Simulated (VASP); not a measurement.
Level of theory: PBEsol GGA, VASP's PBE PAW potentials (set 64) (plane waves; VASP 6.6.1).

Input for VASP

INCAR:
```
# general
SYSTEM  = CdSe
PREC    = Accurate
ENCUT   = 480
LREAL   = .FALSE.
LASPH   = .TRUE.

# electronic loop
EDIFF   = 1E-7
NELM    = 100
ALGO    = Normal
LMAXMIX = 4

# smearing
ISMEAR  = 0
SIGMA   = 0.05

# functional
GGA     = PS

# ions
ISIF    = 2

# output
LWAVE   = .FALSE.
LCHARG  = .FALSE.
```

### KPOINTS
```
Automatic mesh
0
Gamma
6 6 4
0 0 0
```

### POSCAR
```
CdSe
4.4729180
  0.5000000026  -0.8660253533   0.0000000000
  0.5000000026   0.8660253533   0.0000000000
  0.0000000000   0.0000000000   1.6305885637
Cd Se
2 2
Cartesian
  0.5000000026  -0.2886756951   0.8152486570
  0.5000000026   0.2886756951   1.6305429388
  0.5000000026  -0.2886756951   1.4284412066
  0.5000000026   0.2886756951   0.6131469248
```

POTCAR, in this order: Cd Se (PBE.64 set). Program: vasp_std.

**Question.** What will the output report for the number of irreducible k-points (NKPTS), number of bands (NBANDS), largest plane-wave count, number of space-group operations, FFT grid (NGX, NGY, NGZ)?

**Answer.** 
number of irreducible k-points (NKPTS): 21
number of bands (NBANDS): 22
largest plane-wave count: 3042
number of space-group operations: 12
FFT grid (NGX, NGY, NGZ): 32 × 32 × 54

The compound is CdSe in the wurtzite structure. This cell was strained or had an atom moved on purpose.
